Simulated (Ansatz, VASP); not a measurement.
# FeC17: VASP beside Ansatz, part 2 of 2

Aim: how closely do two programs agree when they are given the same cell, functional and k mesh?  The structure shown is the end of the VASP relaxation below.

VASP 6.6.1 and Ansatz 0.2.0.

So far: Set-up; VASP: relaxation, PBEsol.

### 3. Ansatz: single point, PBEsol

Level of this step: Ansatz beside VASP: Kohn-Sham DFT, plane waves, PBEsol (Ansatz).

Ansatz runs on its default PAW (the set named soft_2) files.

The same cell, functional, mesh and smearing now go to Ansatz, which takes its cutoff from its data sets.

File input.yaml:

```yaml
crystal:
  lattice:
    - [7.401, 0.0, 0.0]
    - [-3.7005, 6.40945401, 0.0]
    - [0.0, 0.0, 14.63464729]
  atoms:
    - { symbol: Fe, position: [0.77703039, 0.88783307, 0.55261513], spin: 3.0 }
    - { symbol: C, position: [0.22185996, 0.11012426, 0.47708155] }
    - { symbol: C, position: [0.22113839, 0.77611382, 0.47290736] }
    - { symbol: C, position: [0.44159021, 0.88765674, 0.47867115], spin: 0.3 }
    - { symbol: C, position: [0.8943967, 0.12261891, 0.49221802], spin: 0.3 }
    - { symbol: C, position: [0.11210072, 0.8876028, 0.47840106], spin: 0.3 }
    - { symbol: C, position: [0.77700088, 0.22307846, 0.47863338], spin: 0.3 }
    - { symbol: C, position: [0.77697062, 0.55249562, 0.47831956], spin: 0.3 }
    - { symbol: C, position: [0.54230883, 0.77045826, 0.49213213], spin: 0.3 }
    - { symbol: C, position: [0.44359879, 0.22099889, 0.47318422] }
    - { symbol: C, position: [0.22138228, 0.44364933, 0.47298259] }
    - { symbol: C, position: [0.11033518, 0.55437961, 0.47230854] }
    - { symbol: C, position: [0.44180776, 0.55259113, 0.47838763], spin: 0.3 }
    - { symbol: C, position: [0.55447681, 0.4427635, 0.47685737] }
    - { symbol: C, position: [0.88847587, 0.4435495, 0.47285406] }
    - { symbol: C, position: [0.89418239, 0.7703737, 0.4920586], spin: 0.3 }
    - { symbol: C, position: [0.11229531, 0.22311061, 0.47848767], spin: 0.3 }
    - { symbol: C, position: [0.5544906, 0.11016923, 0.47716372] }
hamiltonian:
  xc: pbesol
  pseudopotentials: { kind: paw }
magnetization:
  spin_polarized: true
kpoints:
  mp_grid: { grid: [3, 3, 1] }
scf:
  occupations: { method: gaussian, width: 0.1 }
  n_extra_bands: 12
output:
  forces: true
  eigenvalues: true
```

The run is started by

```bash
ansatz run input.yaml --threads 8 --pin off --max-ram 18432MiB --backend cpu --events-out ev --progress --plain --runs-dir out
```

Numbers of over 12 decimals in the logs are rounded to 6 here.

The program printed:

```text
Warning: the band count 54 (scf.n_extra_bands) hosts the net moment |M| = 5.7000 μB (N_el = 84) but caps the reachable moment at 2·n_bands − N_el = 24.0000 μB, below the 63 bands that the automatic rule leaves for it — a moment growing past the seed, or the majority channel's smearing tail, pins there with fewer empty majority states than that count leaves; raise or omit scf.n_extra_bands unless the cap is intended
scf.n_extra_bands = 12 over 42 filled bands (N_el = 84.0): the run solves 54 bands
Engine: ansatz 0.2.0, aarch64-unknown-linux-gnu
Pseudopotentials: kind: paw
Pseudopotential: Fe, paw, valence charge 16, recommended cutoff 420 eV (normal), Fe.paw.azcp
Pseudopotential: C, paw, valence charge 4, recommended cutoff 420 eV (normal), C.paw.azcp
Functional definition: PBEsol
  exchange = pbesol_x
  correlation = pbesol_c
Crystal: 18 atoms, lattice volume = 694.215 Å³
Basis set: ecut = 420 eV, 13645 PW (Γ), exchange–correlation on 100×100×200 points (8 copies of the dense FFT grid, shifted against one another)
Bands: 54, of which v1, the nominal top of the filled ones, is band 42 counted from 1 (41 counted from 0)
Symmetry: 1 space group operations
Space group: P1 (ITA 1), of the structure as read, at distance tolerance 8.9e-5 Å
Magnetic group: BNS 1.1 (UNI 1), of the structure as read, at distance tolerance 8.9e-5 Å
k-points: 5 of 9 (time reversal used)
Non-local potential: Fe, projectors of the file, l = 0: 3, l = 1: 2, l = 2: 3, l = 3: 1
Non-local potential: C, projectors of the file, l = 0: 2, l = 1: 2, l = 2: 1
PAW form: soft (Blöchl's): semilocal exchange-correlation on the pseudo side does not see the compensation charge
PAW frozen core: Fe, regenerated for the run's functional, and the local potential with it (the file was generated under x = pbe(κ = 0.804, μ = 0.219515), c = pbe(β = 0.066725))
PAW frozen core: C, regenerated for the run's functional, and the local potential with it (the file was generated under x = pbe(κ = 0.804, μ = 0.219515), c = pbe(β = 0.066725))
PAW one-centre angular grid: Fe, 590 points (default); XC on 64 Gauss nodes
PAW one-centre angular grid: C, 110 points (default); XC on 64 Gauss nodes
Initial density: superposition of atomic densities (neutral atoms: chi_scale 0, normalization atom)
Starting moments: Σ|m| = 5.7 μB on 10 of 18 sites
Initial wavefunctions: pseudopotential atomic-orbital guess
Functional: x = pbesol(κ = 0.804, μ = 0.123457), c = pbesol(β = 0.046)
SCF iter   1: F=—  HF=-8569.664729 eV  |F-HF|=—  |Δ(HF+E_count)|=         —  Δρ=3.69e-2 (↑3.69e-2 ↓3.69e-2)  dr2=3.28e1  dr2_m=1.69e0  M=2.000 μB ∫|m|=2.478 μB  β_m=0.30  ethr=3.10e-3  ⟨swp⟩=16.2  Hψ=3443  notcnv=0
Mixer restart at iter 1: flushing history
preconditioner: auto → Resta (q_TF=auto, 1.919 Å⁻¹)  ε∞=1.9  [insulator: Δε(μ)=0.273 eV  Ē_g=12.477 eV  σ=0.100 eV  W_gap=0.95  n_scr=80 (ndim 8)  ℏωp=12.1 eV  f_vac=0.686  D(μ)=0.40/eV (n_scr^D=0)  ε∞_Penn≈1.9  vacuum switching on, ρ_ref=1.1e-2 e/Å³]
spin=Collinear: Resta preconditioning applied to the charge; magnetization (m = ρ↑ − ρ↓) channel mixes plain (no charge-response kernel on spin).
SCF iter   2: F=—  HF=-8595.353141 eV  |F-HF|=—  |Δ(HF+E_count)|=    2.57e1  Δρ=3.00e-2 (↑2.02e-2 ↓3.00e-2)  dr2=1.11e1  dr2_m=1.52e0  M=1.854 μB ∫|m|=2.173 μB  β_m=0.45  ethr=3.10e-3  ⟨swp⟩=3.0  Hψ=1160  notcnv=0  defer=45
preconditioner: auto → LDOS  [metal: Δε(μ)=0.089 eV  Ē_g=12.095 eV  σ=0.100 eV  W_gap=0.46  n_scr=80 (ndim 8)  ℏωp=12.3 eV  f_vac=0.694  D(μ)=3.93/eV (n_scr^D=10)]
spin=Collinear: LDOS preconditioning applied to the charge; magnetization (m = ρ↑ − ρ↓) channel mixes plain (no charge-response kernel on spin).
SCF iter   3: F=—  HF=-8627.925446 eV  |F-HF|=—  |Δ(HF+E_count)|=    3.26e1  Δρ=1.53e-2 (↑1.03e-2 ↓1.53e-2)  dr2=1.40e0  dr2_m=6.96e-1  M=1.556 μB ∫|m|=1.898 μB  β_m=0.59  ethr=3.10e-3  ⟨swp⟩=3.9  Hψ=1159  notcnv=0  defer=49
SCF iter   4: F=—  HF=-8636.385494 eV  |F-HF|=—  |Δ(HF+E_count)|=    8.46e0  Δρ=6.25e-3 (↑5.16e-3 ↓6.25e-3)  dr2=1.58e-1  dr2_m=1.55e-1  M=1.357 μB ∫|m|=1.636 μB  β_m=0.80  ethr=1.66e-3  ⟨swp⟩=4.9  Hψ=1071  notcnv=0  defer=48
SCF iter   5: F=—  HF=-8636.913468 eV  |F-HF|=—  |Δ(HF+E_count)|=         —  Δρ=1.35e-2 (↑1.35e-2 ↓1.16e-2)  dr2=1.57e-1  dr2_m=9.68e-1  M=0.223 μB ∫|m|=0.561 μB  β_m=1.00  ethr=1.88e-4  ⟨swp⟩=5.4  Hψ=1145  notcnv=0  defer=43  κ⁻¹=4.2e-3(r=3)
SCF iter   6: F=—  HF=-8636.839840 eV  |F-HF|=—  |Δ(HF+E_count)|=   7.36e-2  Δρ=5.10e-3 (↑3.70e-3 ↓5.10e-3)  dr2=5.31e-1  dr2_m=4.76e-3  M=0.203 μB ∫|m|=0.365 μB  β_m=0.80  ethr=5.95e-5  ⟨swp⟩=3.8  Hψ=1199  notcnv=0  defer=43
SCF iter   7: F=—  HF=-8636.851633 eV  |F-HF|=—  |Δ(HF+E_count)|=   1.18e-2  Δρ=3.04e-3 (↑3.04e-3 ↓1.91e-3)  dr2=1.25e-1  dr2_m=4.61e-3  M=0.132 μB ∫|m|=0.276 μB  β_m=0.63  ethr=5.95e-5  ⟨swp⟩=3.2  Hψ=1233  notcnv=0  defer=43
SCF iter   8: F=—  HF=-8636.828069 eV  |F-HF|=—  |Δ(HF+E_count)|=   2.36e-2  Δρ=7.16e-4 (↑7.16e-4 ↓6.64e-4)  dr2=4.39e-3  dr2_m=2.20e-3  M=0.138 μB ∫|m|=0.270 μB  β_m=0.82  ethr=5.95e-5  ⟨swp⟩=3.0  Hψ=1110  notcnv=0  defer=43
SCF iter   9: F=—  HF=-8636.831742 eV  |F-HF|=—  |Δ(HF+E_count)|=   3.67e-3  Δρ=6.09e-4 (↑6.09e-4 ↓2.73e-4)  dr2=4.30e-3  dr2_m=4.21e-4  M=0.131 μB ∫|m|=0.232 μB  β_m=0.84  ethr=5.22e-6  ⟨swp⟩=2.0  Hψ=1002  notcnv=0  defer=43
SCF iter  10: F=—  HF=-8636.832081 eV  |F-HF|=—  |Δ(HF+E_count)|=   3.39e-4  Δρ=1.73e-4 (↑1.73e-4 ↓1.64e-4)  dr2=8.80e-4  dr2_m=8.60e-6  M=0.129 μB ∫|m|=0.211 μB  β_m=0.70  ethr=5.11e-6  ⟨swp⟩=3.0  Hψ=925  notcnv=0  defer=43
SCF iter  11: F=—  HF=-8636.831957 eV  |F-HF|=—  |Δ(HF+E_count)|=   1.24e-4  Δρ=5.15e-5 (↑3.84e-5 ↓5.15e-5)  dr2=4.74e-5  dr2_m=1.60e-6  M=0.129 μB ∫|m|=0.209 μB  β_m=0.72  ethr=1.05e-6  ⟨swp⟩=2.0  Hψ=900  notcnv=0  defer=43
SCF iter  12: F=—  HF=-8636.831998 eV  |F-HF|=—  |Δ(HF+E_count)|=   4.13e-5  Δρ=1.67e-5 (↑1.67e-5 ↓1.41e-5)  dr2=7.18e-6  dr2_m=1.78e-7  M=0.128 μB ∫|m|=0.208 μB  β_m=0.75  ethr=5.64e-8  ⟨swp⟩=2.0  Hψ=884  notcnv=0  defer=43
SCF iter  13: F=—  HF=-8636.832007 eV  |F-HF|=—  |Δ(HF+E_count)|=   8.42e-6  Δρ=4.65e-6 (↑4.33e-6 ↓4.65e-6)  dr2=3.21e-7  dr2_m=5.05e-8  M=0.129 μB ∫|m|=0.208 μB  β_m=0.75  ethr=8.55e-9  ⟨swp⟩=2.5  Hψ=874  notcnv=0  defer=43
SCF iter  14: F=—  HF=-8636.832008 eV  |F-HF|=—  |Δ(HF+E_count)|=   1.66e-6  Δρ=2.70e-6 (↑2.70e-6 ↓1.39e-6)  dr2=5.75e-8  dr2_m=1.53e-8  M=0.129 μB ∫|m|=0.208 μB  β_m=0.72  ethr=3.82e-10  ⟨swp⟩=2.1  Hψ=946  notcnv=0  defer=43
SCF iter  15: F=—  HF=-8636.832009 eV  |F-HF|=—  |Δ(HF+E_count)|=   1.99e-7  Δρ=1.32e-6 (↑1.32e-6 ↓9.23e-7)  dr2=1.08e-8  dr2_m=6.38e-9  M=0.129 μB ∫|m|=0.208 μB  β_m=0.86  ethr=6.84e-11  ⟨swp⟩=2.0  Hψ=904  notcnv=0  defer=43
SCF iter  16: F=—  HF=-8636.832009 eV  |F-HF|=—  |Δ(HF+E_count)|=   4.28e-8  Δρ=5.97e-7 (↑5.97e-7 ↓3.00e-7)  dr2=6.05e-9  dr2_m=5.36e-10  M=0.129 μB ∫|m|=0.208 μB  β_m=0.82  ethr=1.29e-11  ⟨swp⟩=2.3  Hψ=960  notcnv=0  defer=43
SCF iter  17: F=-8636.832009 eV  HF=-8636.832009 eV  |F-HF|=1.93e-9  |Δ(HF+E_count)|=   6.95e-9  Δρ=3.58e-7 (↑3.58e-7 ↓3.47e-7)  dr2=3.94e-9  dr2_m=3.26e-11  M=0.129 μB ∫|m|=0.208 μB  ethr=7.20e-12  ⟨swp⟩=22.8  Hψ=3336  notcnv=0
SCF 1 converged in 17 iterations: F = -8636.832009 eV  dr2 = 3.94e-9
  greatest PAW one-centre occupation: 1.002 electrons in one spin orbital (limit 2), on the Fe atom at site 0 (counted from 0), in its partial waves of l = 1
SCF converged after 17 iterations
Magnetization: 0.1288 μB (42.0644 up, 41.9356 down)
Absolute magnetization: 0.2086 μB (∫|ρ↑−ρ↓|, with the PAW one-centre terms)
Spin contamination: 0.0065 ħ² per cell (⟨S²⟩ above its minimum at these occupations)
Per-site moments (μB) at R_I (Å): [(0.095160, 0.719908), (0.00229604, 0.586727), (-8.594175612891402e-5, 0.583904), (-0.00136763, 0.582397), (-0.00132903, 0.582371), (-0.00137256, 0.582571), (-0.00136873, 0.582371), (-0.00137487, 0.582536), (-0.00131911, 0.582397), (-0.00158946, 0.586701), (-9.020728964295926e-5, 0.583708), (-0.00150835, 0.586254), (-0.00137347, 0.582533), (0.00231293, 0.586743), (-9.038445267328755e-5, 0.583798), (-0.00131865, 0.582536), (-0.00137233, 0.582607), (0.00229507, 0.586701)]
Free energy (F): -8636.832009 eV
Harris-Foulkes:  -8636.832009 eV  (|F-HF|=1.93e-9)
Internal energy: -8636.813546 eV  (E = F + TS)
E sigma→0 (E₀):  -8636.822777 eV
Entropy (-TS):   -0.018463 eV (-1.026 meV/atom)
Fermi energy:    -1.117701 eV
--- Per-component energies (eV) ---
  E_band       = -1214.380545
  E_kinetic    = 1905.194179
  E_local      = -29561.781871  (includes V_loc(G=0)·N_el)
  E_nonlocal   = 686.889507
  E_hartree    = 13666.461366
  E_xc         = -926.054768
  E_vxc        = -1156.595971  (∫ρ·V_xc dr)
  E_paw        = -2960.547239  (= ΣΔE_a)
  E_vpaw       = -421.011765  (= ΣTr[D̂ρ^β])
  E_aug_tail   = 0.001033  (compensation charges beyond the density's cutoff)
  E_ewald      = 8552.486337
  E_core_change = 0.537910  (= ΣΔE_core)
  E_smearing   = -0.018463  (= −TS)
  E_closure    = 0.000000  (closes the sum)
  Σ components = -8636.832009   (vs F -8636.832009, Δ=0.00e0)
--- Forces (eV/Å), atoms counted from 1 ---
  atom   1  Fe     0.00048751    -0.01206273    -0.32097668
  atom   2  C      0.00625501     0.01803517    -0.02895770
  atom   3  C     -0.00895791     0.00831334    -0.00142790
  atom   4  C      0.02582690    -0.00188298    -0.01257792
  atom   5  C      0.01651537    -0.14830013     0.09372639
  atom   6  C     -0.01859054    -0.00491149     0.02271276
  atom   7  C      0.01438787    -0.00694158    -0.00904449
  atom   8  C     -0.00666406     0.02553971     0.01213373
  atom   9  C      0.13363553     0.06664864     0.10807118
  atom  10  C     -0.00258793     0.00559296     0.01959999
  atom  11  C     -0.02973535    -0.02885927    -0.02389101
  atom  12  C     -0.01590763     0.00108611     0.01941280
  atom  13  C      0.00273869     0.02147146     0.01586376
  atom  14  C      0.00304775    -0.01070340     0.00163846
  atom  15  C      0.03013139    -0.00325520     0.00140522
  atom  16  C     -0.10955568     0.07550436     0.09019609
  atom  17  C     -0.01902448    -0.01503619     0.02221814
  atom  18  C     -0.02200244     0.00976145    -0.01013204
  max |Σ_I F_I| component: 2.92e-5 eV/Å
--- Band table (eV; the first three rows and the last of 10) ---
  k-point 0 ↑: bands = [... 38 lower, -2.3212, -2.3209, -1.8067, -1.0933, -0.4947, -0.4919, 0.0750, 1.2594, ... 8 higher]
  k-point 1 ↑: bands = [... 38 lower, -3.0651, -2.8808, -1.7209, -1.5628, -1.0117, 0.5925, 0.6392, 0.9603, ... 8 higher]
  k-point 2 ↑: bands = [... 38 lower, -3.0655, -2.8808, -1.7207, -1.5624, -1.0112, 0.5966, 0.6369, 0.9608, ... 8 higher]
  k-point 4 ↓: bands = [... 38 lower, -3.0533, -2.8015, -1.6566, -1.5119, -0.8530, 0.6289, 0.6482, 1.0235, ... 8 higher]
```

Wall time 22 s (8 threads of Arm Neoverse N1, shared host); peak memory 1.7 GiB; 2.7 min of CPU time.

In the SCF lines HF is the Harris–Foulkes energy and dr2 the Hartree energy of the density residual, in eV; the loop may stop once dr2 is under the threshold and the program's other checks hold. Hψ counts applications of the Hamiltonian.

### 4. Comparison

Known differences besides the PAW data sets themselves: the data sets hold 84 valence electrons in Ansatz (default PAW (the set named soft_2) files) and 76 in VASP; the cutoff is 420 eV in Ansatz and 400 eV in VASP (PREC = Normal, projectors in real space); Ansatz makes its cores anew for this functional, VASP keeps those of its PBE data sets; site moments are counted in spheres of each program's own size. Total energies have different zeros and are not compared.

Both answers:

| quantity | Ansatz | VASP | difference |
| --- | --- | --- | --- |
| total moment (μB) | 0.13 | 0.00 | +0.13 |
| moment on Fe1 (μB) | 0.10 | 0.00 | +0.10 |

At this near-relaxed geometry the largest component of a force difference is 300 meV/Å. On this mesh Ansatz finds no gap and the other program does.

### 5. Looking for the cause

The difference is large enough to ask for its cause, so further runs change the set-up of one program at a time, as the table lists.

```
                                                           run  r.m.s. force difference (meV/Å)
                                                      as above                               58
cores kept as stored, as VASP does, whose cores stay as stored                               57
                       Ansatz's larger PAW set (cutoff 950 eV)                               57
                   norm-conserving potentials (cutoff 1225 eV)                               70
```

### 6. Outcome

| Item | Value |
| --- | --- |
| r.m.s. force difference (single point, PBEsol) | 58 meV/Å |

**Reading.** The r.m.s. force difference is 58 meV/Å (single point, PBEsol), beyond the 12 meV/Å picked in this series as the mark of a large difference. For single point, PBEsol: no further run halves the r.m.s. force difference; only Ansatz's side was varied, and Ansatz's runs with other potentials lie closer to each other than to VASP, which for this quantity points to VASP's side; this was not tested here. How closely two codes agree says nothing of how well the functional describes the real material.

[Lines on the potential files, build, host, timing and source positions are cut from VASP's logs without a mark.]

[Logs are printed without paths, hosts, clocks, repeated set-up lines and the standing remarks that a program may print on its own settings, such as how far it seeks lower states.]

[Hosts, paths, dates, database ids (printed as entryN), source tags and the programs' standing remarks are cut or masked in the printed files.]
